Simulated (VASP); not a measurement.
# A VASP study of PbO (Litharge) (PBEsol): structure first, properties next, part 2 of 2

Aim: relax PbO (Litharge), then compute properties on the relaxed cell. The start is a cell from a database of measured crystal structures.

VASP 6.6.1, plane waves and PAW; the level of theory is named at each step.

So far, gap on the k-mesh (eV): step 2 (full relaxation (PBEsol)) 1.22; step 5 (density of states (PBEsol)) 1.21; step 6 (optical spectrum (PBEsol)) 1.21. The relaxed cell has a = 3.990, c = 5.046 Å (conventional setting).

The database entry behind the starting cell differs from later determinations by our own check (an axis about 0.4 % long against later determinations), so it need not match the best structure at ambient conditions.

## Step 7: Band structure (PBEsol + SOC)

This step: PBEsol, spin-orbit coupling; plane waves and PAW (Pb_d, O) (VASP 6.6.1).

Levels along the symmetry lines show where the bands peak and cross; KPOINTS_OPT computes them in the converged potential. Spin-orbit coupling needs spinors and the noncollinear program, where each band holds one electron.

Input file INCAR:

```
SYSTEM = PbO
PREC = Accurate
ENCUT = 520
EDIFF = 1E-06
NELM = 100
ISMEAR = 0
SIGMA = 0.05
LREAL = .FALSE.
ALGO = Normal
GGA = PS
LNONCOLLINEAR = .TRUE.
MAGMOM = 0 0 0 0 0 0 0 0 0 0 0 0
NBANDS = 52
GGA_COMPAT = .FALSE.
LASPH = .TRUE.
LSORBIT = .TRUE.
LORBIT = 11
LWAVE = .FALSE.
LCHARG = .FALSE.
KPAR = 4
```

Input file POSCAR:

```
PbO
1.0
    3.9903219130      0.0000000000      0.0000000000
    0.0000000000      3.9903219130      0.0000000000
    0.0000000000      0.0000000000      5.0461551002
Pb O
2 2
Direct
    0.0000000000      0.5000000000      0.2347986345
    0.5000000000      0.0000000000      0.7652013655
    0.0000000000      0.0000000000      0.0000000000
    0.5000000000      0.5000000000      0.0000000000
```

Input file KPOINTS:

```
Automatic mesh
0
Gamma
5 5 4
0 0 0
```

Input file KPOINTS_OPT:

```
Line mode
16
Line-mode
Reciprocal
  0.00000000   0.00000000   0.00000000 GAMMA
  0.00000000   0.50000000   0.00000000 X

  0.00000000   0.50000000   0.00000000 X
  0.50000000   0.50000000   0.00000000 M

  0.50000000   0.50000000   0.00000000 M
  0.00000000   0.00000000   0.00000000 GAMMA

  0.00000000   0.00000000   0.00000000 GAMMA
  0.00000000   0.00000000   0.50000000 Z

  0.00000000   0.00000000   0.50000000 Z
  0.00000000   0.50000000   0.50000000 R

  0.00000000   0.50000000   0.50000000 R
  0.50000000   0.50000000   0.50000000 A

  0.50000000   0.50000000   0.50000000 A
  0.00000000   0.00000000   0.50000000 Z

  0.00000000   0.50000000   0.00000000 X
  0.00000000   0.50000000   0.50000000 R

  0.50000000   0.50000000   0.00000000 M
  0.50000000   0.50000000   0.50000000 A
```

The projector-augmented-wave data sets are Pb_d and O (PBE family, release 64).

On the command line:

```
mpirun -np 4 vasp_ncl
```

Wall time 3 min (4 MPI ranks of Intel Xeon 6975P-C (Granite Rapids), shared host); peak memory 1.7 GiB; 11 min of CPU time.

LASPH is switched on together with spin-orbit coupling, so the change from the scalar run holds both. VASP adds spin-orbit coupling inside the spheres on scalar-relativistic partial waves, which describe the 6p1/2 states imperfectly, so such gaps can be off by a tenth of an eV or more.

This step gave:

* SCF cycles: 16
* irreducible k-points: 18
* free energy (TOTEN): -23.63 eV
* Fermi energy: 5.028 eV
* pressure: -0.1167 GPa
* least gap on mesh and path: 1.194 eV
* least direct gap on mesh and path: 2.100 eV
* valence top at k: 0, 0.1, 0
* least direct gap at k: 0, 0, 0.1667

On-site spin-orbit energy by atom:

```csv
atom,on-site spin-orbit energy (eV)
Pb1,-0.781
Pb2,-0.781
O3,-0.001
O4,-0.001
```

The electronic bands at the labelled points (eV, zero at the valence-band top; v1 is the highest filled band, c1 the lowest empty one):

```csv
point,v4,v3,v2,v1,c1,c2,c3,c4
Γ,-1.61,-1.61,-0.01,-0.01,2.16,2.16,4.45,4.45
0.47 of the way,-1.91,-1.91,-0.15,-0.15,3.16,3.16,3.57,3.57
X,-1.63,-1.63,-1.63,-1.63,3.25,3.25,3.25,3.25
0.53 of the way,-1.49,-1.49,-1.35,-1.35,2.32,2.32,2.37,2.37
M,-1.06,-1.06,-1.06,-1.06,1.19,1.19,1.19,1.19
0.47 of the way,-1.27,-1.27,-0.57,-0.57,2.84,2.84,3.13,3.13
Γ,-1.61,-1.61,-0.01,-0.01,2.16,2.16,4.45,4.45
0.47 of the way,-1.62,-1.62,-0.31,-0.31,1.83,1.83,4.01,4.01
Z,-1.63,-1.63,-0.93,-0.93,1.69,1.69,3.62,3.62
0.53 of the way,-1.15,-1.15,-0.92,-0.92,2.12,2.12,3.07,3.07
R,-0.99,-0.99,-0.99,-0.99,2.96,2.96,2.96,2.96
0.53 of the way,-1.57,-1.57,-1.42,-1.42,3.27,3.27,3.33,3.33
A,-1.06,-1.06,-1.06,-1.06,3.33,3.33,3.33,3.33
0.47 of the way,-1.27,-1.27,-1.08,-1.08,2.34,2.34,3.62,3.62
Z,-1.63,-1.63,-0.93,-0.93,1.69,1.69,3.62,3.62
jump to X,-1.63,-1.63,-1.63,-1.63,3.25,3.25,3.25,3.25
0.47 of the way,-1.30,-1.30,-1.30,-1.30,3.12,3.12,3.12,3.12
R,-0.99,-0.99,-0.99,-0.99,2.96,2.96,2.96,2.96
jump to M,-1.06,-1.06,-1.06,-1.06,1.19,1.19,1.19,1.19
0.53 of the way,-1.06,-1.06,-1.06,-1.06,2.08,2.08,2.08,2.08
A,-1.06,-1.06,-1.06,-1.06,3.33,3.33,3.33,3.33
```

Of the projections kept (Pb, O), the largest for each band there; the rest of the weight can lie on other orbitals:

```csv
point,v4,v3,v2,v1,c1,c2,c3,c4
Γ,O 0.92,O 0.92,O 0.61,O 0.61,Pb 0.80,Pb 0.80,Pb 0.93,Pb 0.93
X,O 0.62,O 0.62,O 0.62,O 0.62,Pb 0.57,Pb 0.57,Pb 0.57,Pb 0.57
M,O 0.97,O 0.97,O 0.97,O 0.97,Pb 0.81,Pb 0.81,Pb 0.81,Pb 0.81
Γ,O 0.92,O 0.92,O 0.61,O 0.61,Pb 0.80,Pb 0.80,Pb 0.93,Pb 0.93
Z,O 0.91,O 0.91,O 0.79,O 0.79,Pb 0.86,Pb 0.86,Pb 0.90,Pb 0.90
R,O 0.69,O 0.69,O 0.69,O 0.69,O 0.59,O 0.59,O 0.59,O 0.59
```

The gap moves by -0.01 eV against PBEsol, which ran on another mesh.

## Step 8: A semilocal run for the hybrid's start

This step: PBEsol; plane waves and PAW (Pb_d, O) (VASP 6.6.1).

A hybrid converges badly from random orbitals, so a cheap semilocal run writes a WAVECAR on the same mesh first.

Input file INCAR:

```
SYSTEM = PbO
PREC = Accurate
ENCUT = 520
EDIFF = 1E-05
NELM = 100
ISMEAR = 0
SIGMA = 0.05
LREAL = .FALSE.
ALGO = Normal
GGA = PS
NBANDS = 26
LORBIT = 11
LWAVE = .TRUE.
LCHARG = .FALSE.
KPAR = 4
```

POSCAR is that of step 7.

Input file KPOINTS:

```
Automatic mesh
0
Gamma
4 4 3
0 0 0
```

On the command line:

```
mpirun -np 4 vasp_std
```

Run time: 4.8 s. Hardware: 4 MPI ranks; peak memory 0.73 GiB.

A gap read on the k-mesh alone can miss the band edges.

This step gave:

| Item | Value |
| --- | --- |
| SCF cycles | 13 |
| bands | 26 |
| irreducible k-points | 12 |
| free energy (TOTEN) | -22.87 eV |
| Fermi energy | 5.085 eV |
| pressure | 0.04373 GPa |
| valence top at k | 0, 0, 0 |
| least direct gap at k | 0.5, 0.5, 0 |
| gap on the k-mesh | 1.223 eV |
| least direct gap on the k-mesh | 2.230 eV |

## Step 9: Bands along the symmetry lines (HSE06)

This step: HSE06; plane waves and PAW (Pb_d, O) (VASP 6.6.1).

HSE06 mixes in a quarter of exact exchange at short range, at far higher cost; in semiconductors this cures much of the gap error, while metals seldom gain.

Input file INCAR:

```
SYSTEM = PbO
PREC = Accurate
ENCUT = 520
EDIFF = 1E-06
NELM = 100
ISMEAR = 0
SIGMA = 0.05
LREAL = .FALSE.
ALGO = Normal
LHFCALC = .TRUE.
AEXX = 0.25
GGA = PE
HFSCREEN = 0.2
LASPH = .TRUE.
NBANDS = 26
PRECFOCK = Fast
LORBIT = 11
LWAVE = .FALSE.
LCHARG = .FALSE.
KPAR = 4
```

POSCAR is that of step 8.

KPOINTS is that of step 8.

KPOINTS_OPT: that of step 7 with these lines changed.

```diff
@@ -1,3 +1,3 @@
 Line mode
-16
+6
 Line-mode
```

The WAVECAR or CHGCAR of an earlier step is read.

On the command line:

```
mpirun -np 4 vasp_std
```

It took 8.2 min on 4 MPI ranks; peak memory 1.3 GiB.

The k-mesh is coarse for exact exchange; levels may shift by about 0.1 eV on a finer one.

This step gave:

- SCF cycles: 12
- free energy (TOTEN): -26.54 eV
- Fermi energy: 4.696 eV
- least gap on mesh and path: 1.970 eV
- least direct gap on mesh and path: 3.199 eV
- least direct gap at k: 0, 0, 0.1

Electronic bands along the path, in eV, zero at the valence-band top; v1 is the highest filled band, c1 the lowest empty one:

```csv
point,v4,v3,v2,v1,c1,c2,c3,c4
Γ,-2.19,-2.15,-2.15,0.00,3.22,6.40,6.67,6.67
0.40 of the way,-2.81,-2.43,-2.28,-0.10,4.17,4.80,6.65,6.90
X,-3.59,-3.59,-1.86,-1.86,4.25,4.25,7.70,7.70
0.60 of the way,-2.26,-2.26,-1.69,-1.69,2.95,2.95,6.35,6.35
M,-1.80,-1.80,-1.46,-1.46,1.97,1.97,6.21,6.21
0.60 of the way,-3.13,-3.00,-1.80,-0.28,4.52,4.56,5.67,5.96
Γ,-2.19,-2.15,-2.15,0.00,3.22,6.40,6.67,6.67
0.40 of the way,-2.21,-2.15,-2.15,-0.28,2.95,5.78,5.78,6.11
Z,-2.24,-2.17,-2.17,-1.20,2.81,4.95,4.95,5.11
0.60 of the way,-3.02,-2.76,-1.33,-1.17,3.08,4.25,5.89,8.01
R,-3.55,-3.55,-1.20,-1.20,3.90,3.90,7.40,7.40
0.40 of the way,-2.50,-2.50,-1.51,-1.51,4.18,4.18,5.91,5.91
A,-2.40,-2.40,-1.47,-1.47,4.29,4.29,5.72,5.72
0.40 of the way,-2.84,-1.94,-1.63,-1.44,3.63,4.50,5.00,6.91
Z,-2.24,-2.17,-2.17,-1.20,2.81,4.95,4.95,5.11
jump to X,-3.59,-3.59,-1.86,-1.86,4.25,4.25,7.70,7.70
0.40 of the way,-3.57,-3.57,-1.60,-1.60,4.12,4.12,7.66,7.66
R,-3.55,-3.55,-1.20,-1.20,3.90,3.90,7.40,7.40
jump to M,-1.80,-1.80,-1.46,-1.46,1.97,1.97,6.21,6.21
0.60 of the way,-2.20,-2.20,-1.47,-1.47,3.14,3.14,6.67,6.67
A,-2.40,-2.40,-1.47,-1.47,4.29,4.29,5.72,5.72
```

Of the projections kept (Pb, O), the largest for each band there; the rest of the weight can lie on other orbitals:

```csv
point,v4,v3,v2,v1,c1,c2,c3,c4
Γ,O 0.93,O 0.91,O 0.91,O 0.56,Pb 0.82,Pb 0.96,Pb 0.68,Pb 0.68
X,O 0.82,O 0.82,O 0.59,O 0.59,Pb 0.62,Pb 0.62,Pb 0.59,Pb 0.59
M,Pb 0.60,Pb 0.60,O 0.97,O 0.97,Pb 0.84,Pb 0.84,Pb 0.89,Pb 0.89
Γ,O 0.93,O 0.91,O 0.91,O 0.56,Pb 0.82,Pb 0.96,Pb 0.68,Pb 0.68
Z,O 0.93,O 0.90,O 0.90,O 0.77,Pb 0.93,Pb 0.93,Pb 0.93,Pb 0.87
R,O 0.82,O 0.82,O 0.66,O 0.66,O 0.54,O 0.54,Pb 0.86,Pb 0.86
```

Force by atom:

```csv
atom,x (eV/Å),y (eV/Å),z (eV/Å),size
Pb1,0.000,0.000,-0.266,0.266
Pb2,0.000,0.000,0.266,0.266
O3,0.000,0.000,0.000,0.000
O4,0.000,0.000,0.000,0.000
```

The gap moves by +0.76 eV against PBEsol, which ran on another mesh.

## Step 10: Band structure (TB-mBJ)

This step: TB-mBJ; plane waves and PAW (Pb_d, O) (VASP 6.6.1).

Levels along the symmetry lines show where the bands peak and cross; KPOINTS_OPT computes them in the converged potential. TB-mBJ is a local potential fitted to gaps: it costs far less than a hybrid but gives no energy.

Input file INCAR:

```
SYSTEM = PbO
PREC = Accurate
ENCUT = 520
EDIFF = 1E-06
NELM = 150
ISMEAR = 0
SIGMA = 0.05
LREAL = .FALSE.
ALGO = Normal
METAGGA = MBJ
LASPH = .TRUE.
NBANDS = 34
LORBIT = 11
LWAVE = .FALSE.
LCHARG = .FALSE.
KPAR = 4
```

POSCAR is that of step 9.

Input file KPOINTS:

```
Automatic mesh
0
Gamma
6 6 5
0 0 0
```

KPOINTS_OPT: that of step 9 with these lines changed.

```diff
@@ -1,3 +1,3 @@
 Line mode
-6
+16
 Line-mode
```

On the command line:

```
mpirun -np 4 vasp_std
```

Wall time 3.5 min (4 MPI ranks); peak memory 1.1 GiB.

EDIFF was not reached within NELM cycles, so the run counts as unconverged.

## Step 11: Summary of results

```json
{
 "relaxed volume": "20.09 Å³/atom",
 "relaxed conventional cell a, b, c": "3.990, 3.990, 5.046 Å",
 "space group after relaxing, within 0.02 Å": "P4/nmm (No. 129)",
 "band gap": "1.21 eV, indirect (least direct gap of that run 2.21 eV)",
 "gap among the points of the DOS mesh alone, an upper bound": "1.21 eV",
 "strongest peak of ε2, mean over directions": "4.32 eV",
 "ε1 at zero frequency, no local fields, mean": "6.99",
 "band gap (PBEsol + SOC)": "1.19 eV, indirect (least direct gap of that run 2.10 eV)",
 "band gap (HSE06)": "1.97 eV, indirect (least direct gap of that run 3.20 eV)"
}
```

In words: With PBEsol, PbO (Litharge) relaxes to 20.09 Å³/atom in space group P4/nmm (held by the symmetry of the run) and has an indirect gap of 1.21 eV (1.97 eV with HSE06). Against the listed cell the volume lies +0.7 % (a under 0.05 %, c +0.7 %). Not obtained: band structure (TB-mBJ), because the run did not converge. Bands along the symmetry lines (PBEsol): On this path the gap is indirect, 1.21 eV, with the valence top between Γ and X and the conduction bottom at M. The least direct gap is 2.21 eV. Band structure (PBEsol + SOC): On this path the gap is indirect, 1.19 eV, with the valence top between Γ and X and the conduction bottom at M. The least direct gap is 2.10 eV. Bands along the symmetry lines (HSE06): The path shows an indirect gap of 1.97 eV (valence top at Γ, conduction bottom at M). The least direct gap is 3.20 eV. The other levels ran on the cell relaxed with PBEsol, and without spin-orbit coupling unless named. LASPH was switched on together with spin-orbit coupling, so shifts put down to the coupling hold both changes. Semilocal functionals usually underestimate gaps. The bonds form layers, and without a dispersion term the spacing between them, and what depends on it, is unreliable. No search among competing phases was made, and a listed structure need not be the one stable at ambient conditions. All values are for a static lattice at zero temperature.

[Lines on the potential files, build, host, timing and source positions are cut from VASP's logs without a mark.]

[Logs are printed without paths, hosts, clocks, repeated set-up lines and the standing remarks that a program may print on its own settings, such as how far it seeks lower states.]

[Hosts, paths, dates, database ids (printed as entryN), source tags and the programs' standing remarks are cut or masked in the printed files.]

[A measured line is paired with the nearest computed mode of its activity, which favours agreement.]
